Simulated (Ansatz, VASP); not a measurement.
# InB2 in two plane-wave programs, part 2 of 2

One calculation is typed for both programs; each brings its own data sets. How far apart do they land? The cell is generated by rule, not measured, and may not be a known phase. The cell is taken from a series of runs on this material, whose earlier steps may have relaxed, scaled, displaced or heated it; both programs get it as it stands.

VASP 6.6.1 and Ansatz 0.2.0.

So far. Step 3 (Ansatz: single point, PBEsol, pair 1): The run ends at a pressure of 0.03 GPa, with forces up to 0.40 eV/Å. Step 5 (VASP: single point, PBEsol, pair 2): The run ends at a pressure of -0.15 GPa, with forces up to 0.76 eV/Å.

The structure was built from a prototype and need not be the compound's stable phase.

**6. Ansatz: single point, PBEsol, pair 2**

Level of this step: Ansatz beside VASP: Kohn-Sham DFT, plane waves, PBEsol (Ansatz).

The same cell, functional, mesh and smearing now go to Ansatz, which takes its cutoff from its data sets.

The cell is taken from a series of runs on this material, whose earlier steps may have relaxed, scaled, displaced or heated it; both programs get it as it stands.

input.yaml reads:

```yaml
crystal:
  lattice:
    - [0.0, 3.296251107, 3.296251107]
    - [3.296251107, 0.0, 3.296251107]
    - [3.296251107, 3.296251107, 0.0]
  atoms:
    - { symbol: In, position: [0.75, 0.75, 0.75] }
    - { symbol: In, position: [0.5, 0.5, 0.5] }
    - { symbol: B, position: [0.1320061443, 0.6039815672, 0.1320061443] }
    - { symbol: B, position: [0.1320061443, 0.1320061443, 0.6039815672] }
    - { symbol: B, position: [0.6039815672, 0.1320061443, 0.1320061443] }
    - { symbol: B, position: [0.1320061443, 0.1320061443, 0.1320061443] }
kpoints:
  mp_grid: { grid: [12, 12, 12] }
hamiltonian:
  xc: pbesol
  pseudopotentials: { kind: nc }
scf:
  occupations: { method: methfessel_paxton, width: 0.2 }
output:
  forces: true
  stress: true
  eigenvalues: true
```

Started as:

```sh
$ ansatz run input.yaml --threads 8 --pin off --max-ram 14336MiB --backend cpu --events-out ev --progress --plain --runs-dir out
```

Numbers of over 12 decimals in the logs are rounded to 6 here.

The program printed:

```text
[...]
Crystal: 6 atoms, lattice volume = 71.629 Å³
Basis set: ecut = 1034.032677 eV, 5329 PW (Γ), exchange–correlation on 100×100×100 points (8 copies of the dense FFT grid, shifted against one another)
Bands: 25, of which v1, the nominal top of the filled ones, is band 19 counted from 1 (18 counted from 0)
Symmetry: 24 space group operations
[...]
k-point 0: bands = [... 15 lower, 9.3933, 9.3933, 9.3933, 9.7314, 11.5578, 11.5578, 13.4799, 13.4799, ... 2 higher]
  k-point 1: bands = [... 15 lower, 9.5382, 9.5905, 9.5905, 10.5194, 11.2064, 11.2064, 12.8727, 13.9696, ... 2 higher]
  k-point 2: bands = [... 15 lower, 9.8424, 9.8424, 9.9383, 10.8037, 10.8037, 11.6228, 12.4036, 14.9587, ... 2 higher]
  k-point 71: bands = [... 15 lower, 9.1555, 9.9349, 10.5252, 13.9214, 14.1979, 14.3407, 14.7068, 16.2354, ... 2 higher]
[key lines of the parts left out:]
SCF converged after 7 iterations
Free energy (F): -3917.636794 eV
Fermi energy:    12.529980 eV
P = ⅓ Tr σ = 0.1486 GPa (1.486 kbar)
```

The run ends at a pressure of 0.15 GPa, with forces up to 0.76 eV/Å.

**7. Differences**

The two programs side by side:

```tsv
quantity	Ansatz	VASP	difference
pressure (GPa)	0.15	-0.15	+0.30
```

Forces (eV/Å; atoms numbered as in POSCAR):

```tsv
atom	Ansatz x, y, z	VASP x, y, z
In1	0.000, 0.000, 0.000	0.000, 0.000, 0.000
In2	0.000, 0.000, 0.000	0.000, 0.000, 0.000
B3	-0.440, 0.440, -0.440	-0.441, 0.441, -0.441
B4	-0.440, -0.440, 0.440	-0.441, -0.441, 0.441
B5	0.440, -0.440, -0.440	0.441, -0.441, -0.441
B6	0.440, 0.440, 0.440	0.441, 0.441, 0.441
```

The forces differ by 0.7 meV/Å r.m.s., which is 0.2 % of the r.m.s. force of 0.360 eV/Å (both taken over all components).

**8. VASP: single point, PBEsol, pair 3**

A single point gives forces, pressure and levels at one fixed geometry, so differences don't come from the geometry; what else differs is listed under the comparison.

INCAR reads:

```
SYSTEM = InB2
PREC = Accurate
ENCUT = 500
EDIFF = 1E-06
NELM = 120
ISMEAR = 1
SIGMA = 0.2
LREAL = .FALSE.
ALGO = Normal
GGA = PS
NBANDS = 25
LORBIT = 11
LWAVE = .FALSE.
LCHARG = .FALSE.
ISIF = 2
LASPH = .TRUE.
GGA_COMPAT = .FALSE.
KPAR = 2
```

POSCAR reads:

```
InB2
1.0
    0.0000000000      3.2962511070      3.2962511070
    3.2962511070      0.0000000000      3.2962511070
    3.2962511070      3.2962511070      0.0000000000
In B
2 4
Direct
    0.7500000000      0.7500000000      0.7500000000
    0.5000000000      0.5000000000      0.5000000000
    0.1372607525      0.5882177426      0.1372607525
    0.1372607525      0.1372607525      0.5882177426
    0.5882177426      0.1372607525      0.1372607525
    0.1372607525      0.1372607525      0.1372607525
```

KPOINTS reads:

```
Automatic mesh
0
Gamma
12 12 12
0 0 0
```

Potentials, in the order of the species: In_d and B (PBE family, release 64).

Started as:

```sh
$ mpirun -np 2 vasp_std
```

The program printed:

```text
[... set-up lines as in an earlier step ...]
 entering main loop
       N       E                     dE             d eps       ncg     rms          rms(c)
DAV:   1     0.292283247374E+03    0.29228E+03   -0.17801E+04  3600   0.192E+03
DAV:   2     0.851316023081E+00   -0.29143E+03   -0.28545E+03  3672   0.419E+02
DAV:   3    -0.244796144558E+02   -0.25331E+02   -0.24848E+02  4509   0.137E+02
DAV:   4    -0.252754301867E+02   -0.79582E+00   -0.78844E+00  4543   0.230E+01
[...]
DAV:  11    -0.242783646484E+02    0.11529E-05   -0.10071E-04  5346   0.962E-02    0.114E-02
DAV:  12    -0.242783630479E+02    0.16005E-05   -0.17024E-05  4014   0.333E-02    0.151E-02
DAV:  13    -0.242783632759E+02   -0.22798E-06   -0.13945E-06  2451   0.188E-02
   1 F= -.24278363E+02 E0= -.24279361E+02  d E =0.299274E-02
```

OUTCAR, selected parts (step 8):

```text
  Total        0.1239590      0.1239590      0.1239590     -0.0000000     -0.0000000      0.0000000
  in kB        2.7726673      2.7726673      2.7726673     -0.0000000     -0.0000000      0.0000000
  external PRESSURE =       2.7726673 kB  Pullay stress =       0.0000000 kB

 POSITION                                       TOTAL-FORCE (eV/Angst)
 -----------------------------------------------------------------------------------
      4.94438      4.94438      4.94438         0.000000      0.000000      0.000000
      3.29625      3.29625      3.29625         0.000000      0.000000      0.000000
      2.39136      0.90489      2.39136        -0.676530      0.676530     -0.676530
      2.39136      2.39136      0.90489        -0.676530     -0.676530      0.676530
      0.90489      2.39136      2.39136         0.676530     -0.676530     -0.676530
      0.90489      0.90489      0.90489         0.676530      0.676530      0.676530
 -----------------------------------------------------------------------------------
    total drift:                                0.000000      0.000000     -0.000000

  FREE ENERGIE OF THE ION-ELECTRON SYSTEM (eV)
  ---------------------------------------------------
  free  energy   TOTEN  =       -24.2783632759 eV

  energy  without entropy=      -24.2813560119  energy(sigma->0) =      -24.27936085

[... 2 parts as in an earlier step ...]

[... 1 further part left out ...]
[key lines of the parts left out:]
E-fermi :   8.9912
```

The run ends at a pressure of 0.28 GPa, with forces up to 1.2 eV/Å.

**9. Ansatz: single point, PBEsol, pair 3**

The same cell, functional, mesh and smearing now go to Ansatz, which takes its cutoff from its data sets.

The cell is taken from a series of runs on this material, whose earlier steps may have relaxed, scaled, displaced or heated it; both programs get it as it stands.

input.yaml, the sections that differ from step 6:

```yaml
crystal:
  lattice:
    - [0.0, 3.296251107, 3.296251107]
    - [3.296251107, 0.0, 3.296251107]
    - [3.296251107, 3.296251107, 0.0]
  atoms:
    - { symbol: In, position: [0.75, 0.75, 0.75] }
    - { symbol: In, position: [0.5, 0.5, 0.5] }
    - { symbol: B, position: [0.1372607525, 0.5882177426, 0.1372607525] }
    - { symbol: B, position: [0.1372607525, 0.1372607525, 0.5882177426] }
    - { symbol: B, position: [0.5882177426, 0.1372607525, 0.1372607525] }
    - { symbol: B, position: [0.1372607525, 0.1372607525, 0.1372607525] }
# kpoints, hamiltonian, scf, output: as in step 6
```

Started as:

```sh
$ ansatz run input.yaml --threads 8 --pin off --max-ram 14336MiB --backend cpu --events-out ev --progress --plain --runs-dir out
```

The program printed:

```text
[...]
Crystal: 6 atoms, lattice volume = 71.629 Å³
Basis set: ecut = 1034.032677 eV, 5329 PW (Γ), exchange–correlation on 100×100×100 points (8 copies of the dense FFT grid, shifted against one another)
Bands: 25, of which v1, the nominal top of the filled ones, is band 19 counted from 1 (18 counted from 0)
Symmetry: 24 space group operations
[...]
k-point 0: bands = [... 15 lower, 9.5825, 9.5825, 9.5825, 10.0857, 11.5323, 11.5323, 13.5001, 13.5001, ... 2 higher]
  k-point 1: bands = [... 15 lower, 9.5758, 9.7396, 9.7396, 10.7774, 11.1927, 11.1927, 12.8874, 13.9768, ... 2 higher]
  k-point 2: bands = [... 15 lower, 9.9202, 9.9301, 9.9301, 10.8148, 10.8148, 11.6453, 12.5278, 14.9475, ... 2 higher]
  k-point 71: bands = [... 15 lower, 9.2180, 9.6688, 10.6957, 13.5408, 14.1160, 14.3117, 14.8861, 15.9430, ... 2 higher]
[key lines of the parts left out:]
SCF converged after 7 iterations
Free energy (F): -3917.873372 eV
Fermi energy:    12.477200 eV
P = ⅓ Tr σ = 0.6112 GPa (6.112 kbar)
```

The run ends at a pressure of 0.61 GPa, with forces up to 1.2 eV/Å.

**10. Differences**

Compared:

```tsv
quantity	Ansatz	VASP	difference
pressure (GPa)	0.61	0.28	+0.33
```

Forces (eV/Å; atoms numbered as in POSCAR):

```tsv
atom	Ansatz x, y, z	VASP x, y, z
In1	0.000, 0.000, 0.000	0.000, 0.000, 0.000
In2	0.000, 0.000, 0.000	0.000, 0.000, 0.000
B3	-0.675, 0.675, -0.675	-0.677, 0.677, -0.677
B4	-0.675, -0.675, 0.675	-0.677, -0.677, 0.677
B5	0.675, -0.675, -0.675	0.677, -0.677, -0.677
B6	0.675, 0.675, 0.675	0.677, 0.677, 0.677
```

The forces differ by 1.0 meV/Å r.m.s., which is 0.2 % of the r.m.s. force of 0.552 eV/Å (both taken over all components).

**11. Outcome**

```
r.m.s. force difference (single point, PBEsol, pair 1) : 0.42 meV/Å
r.m.s. force difference (single point, PBEsol, pair 2) : 0.19 % of the r.m.s. force
r.m.s. force difference (single point, PBEsol, pair 3) : 0.18 % of the r.m.s. force
```

**Reading.** The r.m.s. force difference is 0.19 % of the r.m.s. force (single point, PBEsol, pair 2), within the 3 % picked in this series as the mark of a large difference. 5 further runs of this series are not shown here. How closely two codes agree says nothing of how well the functional describes the real material.

[Lines on the potential files, build, host, timing and source positions are cut from VASP's logs without a mark.]

[Logs are printed without paths, hosts, clocks, repeated set-up lines and the standing remarks that a program may print on its own settings, such as how far it seeks lower states.]

[Hosts, paths, dates, database ids (printed as entryN), source tags and the programs' standing remarks are cut or masked in the printed files.]
